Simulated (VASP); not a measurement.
Wanted: the native input for a VASP 6.6.1 run.

```
Task                   : single point
Functional             : PBEsol
Potentials or basis    : VASP PAW PBE potentials, release 64 (Ni, Zn, O)
Cutoff                 : 450 eV
k mesh                 : 3 × 3 × 2
Occupations            : gaussian, width 0.03 eV
Spin                   : collinear spin, ferromagnetic start
Fixed moment           : 1 μB
Hubbard terms          : Ni d U = 5 eV
Dq                     : 1
Further INCAR settings : LREAL = Auto; ALGO = Normal; EDIFF = 1e-05; NBANDS = 169; NELECT = 285.0
```

The structure of Zn15NiO16 (a cell with a defect) lies in POSCAR:

```
Zn15NiO16
1.0
    6.4988000000      0.0000000000      0.0000000000
   -3.2494000000      5.6281258941      0.0000000000
    0.0000000000      0.0000000000     10.4076000000
Ni Zn O
1 15 16
Direct
    0.1666666667      0.3333333333      0.0000000000
    0.1666666667      0.3333333333      0.5000000000
    0.1666666667      0.8333333333      0.0000000000
    0.1666666667      0.8333333333      0.5000000000
    0.6666666667      0.3333333333      0.0000000000
    0.6666666667      0.3333333333      0.5000000000
    0.6666666667      0.8333333333      0.0000000000
    0.6666666667      0.8333333333      0.5000000000
    0.3333333333      0.1666666667      0.2500000000
    0.3333333333      0.1666666667      0.7500000000
    0.3333333333      0.6666666667      0.2500000000
    0.3333333333      0.6666666667      0.7500000000
    0.8333333333      0.1666666667      0.2500000000
    0.8333333333      0.1666666667      0.7500000000
    0.8333333333      0.6666666667      0.2500000000
    0.8333333333      0.6666666667      0.7500000000
    0.1666666667      0.3333333333      0.1910500000
    0.1666666667      0.3333333333      0.6910500000
    0.1666666667      0.8333333333      0.1910500000
    0.1666666667      0.8333333333      0.6910500000
    0.6666666667      0.3333333333      0.1910500000
    0.6666666667      0.3333333333      0.6910500000
    0.6666666667      0.8333333333      0.1910500000
    0.6666666667      0.8333333333      0.6910500000
    0.3333333333      0.1666666667      0.4410500000
    0.3333333333      0.1666666667      0.9410500000
    0.3333333333      0.6666666667      0.4410500000
    0.3333333333      0.6666666667      0.9410500000
    0.8333333333      0.1666666667      0.4410500000
    0.8333333333      0.1666666667      0.9410500000
    0.8333333333      0.6666666667      0.4410500000
    0.8333333333      0.6666666667      0.9410500000
```

The input as run:

INCAR

```
SYSTEM = Zn15NiO16
PREC = Accurate
ENCUT = 450
EDIFF = 1E-5
ISMEAR = 0
SIGMA = 0.03
LREAL = Auto
LASPH = .TRUE.
NELM = 120
ALGO = Normal
ISIF = 2
LWAVE = .FALSE.
LCHARG = .FALSE.
ISPIN = 2
MAGMOM = 1 0 0 0 0 0 0 0 0 0 0 0 0 0 0 0 0 0 0 0 0 0 0 0 0 0 0 0 0 0 0 0
LORBIT = 11
NUPDOWN = 1
LMAXMIX = 4
LDAU = .TRUE.
LDAUTYPE = 2
LDAUL = 2 -1 -1
LDAUU = 5 0 0
LDAUJ = 0 0 0
LDAUPRINT = 1
GGA = PS
NBANDS = 169
NELECT = 285.0
KPAR = 4
```

KPOINTS

```
Automatic mesh
0
G
  3 3 2
  0 0 0
```

Potentials or basis: VASP PAW PBE potentials, release 64 (Ni, Zn, O).

The run is started by

```sh
$ cat potpaw_PBE.64/Ni/POTCAR potpaw_PBE.64/Zn/POTCAR potpaw_PBE.64/O/POTCAR > POTCAR
$ mpirun -np 4 vasp_std > vasp.out
```

Results of the run:

```yaml
Largest_force: 0.514 eV/Å
Net_moment: 1.00 μB per cell
Site_moments: Ni +1.55; Zn -0.01; O -0.00, -0.04, +0.04, -0.03 μB
Valence_electrons_inside_the_program's_atomic_spheres: Ni 9.07; Zn 10.84, 10.83; O 4.97, 4.98
```

Caveat: the k mesh is coarse (spacing up to 0.37 Å⁻¹), so the values aren't converged; the PAW data sets were made with another functional, which shifts forces and pressure a little; the total moment is fixed, so each spin has its own Fermi level.

Run time: 6.5 min on 4 MPI ranks on Intel(R) Xeon(R) 6975P-C (Granite Rapids), with other jobs on the host, peak memory 0.8 GiB a rank.
